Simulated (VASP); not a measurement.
A run of VASP 6.6.1:

The input POSCAR:

```
Ta3AsAu2O13
1.0
    5.4520400000      0.0000000000      0.0000000000
   -2.7260200000      4.7216100000      0.0000000000
    0.0000000000      0.0000000000      9.5790200000
Ta As Au O
3 1 2 13
Direct
    0.0000000000      0.0000000000      0.1940800000
    0.0000000000      0.0000000000      0.8059200000
    0.6666700000      0.3333300000      0.0000000000
    0.0000000000      0.0000000000      0.5000000000
    0.3333300000      0.6666700000      0.2742800000
    0.3333300000      0.6666700000      0.7257200000
    0.0000000000      0.0000000000      0.0000000000
    0.2394700000      0.9712900000      0.3640200000
    0.0287100000      0.2681800000      0.3640200000
    0.7318200000      0.7605300000      0.3640200000
    0.2394700000      0.9712900000      0.6359800000
    0.0287100000      0.2681800000      0.6359800000
    0.7318200000      0.7605300000      0.6359800000
    0.3845200000      0.3342500000      0.8584400000
    0.6657500000      0.0502600000      0.8584400000
    0.9497400000      0.6154800000      0.8584400000
    0.3845200000      0.3342500000      0.1415600000
    0.6657500000      0.0502600000      0.1415600000
    0.9497400000      0.6154800000      0.1415600000
```

File INCAR.step1:

```
PREC = Accurate
ENCUT = 520
EDIFF = 1E-7
ISMEAR = -1
SIGMA = 0.05
LREAL = False
LASPH = True
NELM = 100
ALGO = Normal
ISIF = 2
LWAVE = False
LCHARG = True
LMAXMIX = 4
GGA = PE
KPAR = 4
```

The input KPOINTS.step1:

```
Automatic mesh
0
Gamma
  6 6 3
```

The input INCAR.step2:

```
PREC = Accurate
ENCUT = 520
EDIFF = 1E-7
ISMEAR = -5
SIGMA = 0.05
LREAL = False
LASPH = True
NELM = 100
ALGO = Normal
ISIF = 2
LWAVE = False
LCHARG = False
LMAXMIX = 4
GGA = PE
LORBIT = 10
KPAR = 4
NEDOS = 1001
ICHARG = 11
```

File KPOINTS.step2:

```
Automatic mesh
0
Gamma
  9 9 5
```

Potentials or basis: VASP PAW PBE potentials, release 64 (Ta_pv, As, Au, O).

Launch:

```bash
$ cat potpaw_PBE.64/Ta_pv/POTCAR potpaw_PBE.64/As/POTCAR potpaw_PBE.64/Au/POTCAR potpaw_PBE.64/O/POTCAR > POTCAR
$ cp INCAR.step1 INCAR
$ cp KPOINTS.step1 KPOINTS
$ mpirun -np 4 vasp_std > vasp.out
$ cp INCAR.step2 INCAR
$ cp KPOINTS.step2 KPOINTS
$ mpirun -np 4 vasp_std > vasp.out
```

Hardware: 4 MPI ranks on Intel(R) Xeon(R) 6975P-C (Granite Rapids), on a shared host.

Problem. How long does it take, and how much memory?

Solution. Run time: 13 min on 4 MPI ranks on Intel(R) Xeon(R) 6975P-C (Granite Rapids), with other jobs on the host, peak memory 1.7 GiB a rank. Counts: scf iterations 10, k points 123.
